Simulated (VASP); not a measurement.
Input:

```xyz
2
Lattice="0.0000 2.9811 2.9811 2.9811 0.0000 2.9811 2.9811 2.9811 0.0000" Properties=species:S:1:pos:R:3 pbc="T T T"
Ge     0.0000     0.0000     0.0000
Ge     1.4906     1.4906     1.4906
```

These are vdW-DF2, VASP's PBE PAW potentials (set 64) (plane waves; VASP) values and carry that method's errors. Run with 520 eV cut-off, 12×12×12 Γ-centred mesh, tetrahedra with Blöchl corrections, potentials Ge_d.

Tabulate the total density of states (states/eV per cell) against energy (eV; zero at the valence-band maximum or, without a gap, the Fermi level).

```tsv
E (eV)	DOS (states/eV)
-9.98	1.04
-9.74	1.10
-9.50	0.97
-9.26	0.84
-9.02	0.69
-8.90	0.62
-8.66	0.38
-8.42	0.07
-8.18	0.14
-7.94	0.44
-7.70	0.59
-7.46	0.72
-7.22	0.86
-6.98	1.14
-6.74	0.80
-6.62	0.69
-6.38	0.54
-6.14	0.45
-5.90	0.38
-5.66	0.32
-5.42	0.28
-5.18	0.24
-4.94	0.20
-4.70	0.17
-4.46	0.15
-4.34	0.14
-4.10	0.12
-3.86	0.09
-3.62	0.08
-3.38	0.76
-3.14	1.58
-2.90	1.29
-2.66	1.30
-2.42	1.74
-2.18	1.74
-2.06	1.71
-1.82	1.60
-1.58	1.52
-1.34	1.43
-1.10	1.31
-0.86	0.77
-0.62	0.50
-0.38	0.31
-0.14	0.16
0.10	0.06
0.22	0.09
0.46	0.21
0.70	0.37
0.94	0.52
1.18	0.89
1.42	1.59
1.66	2.28
1.90	1.21
2.14	0.96
2.38	0.94
2.50	0.96
2.74	1.11
2.98	0.86
3.22	0.88
3.46	1.26
```
Within 2 eV below the Fermi level the largest weight inside VASP's projection spheres is Ge p.

The compound is Ge in the diamond structure. It was relaxed first, which changed the volume by +17 %.
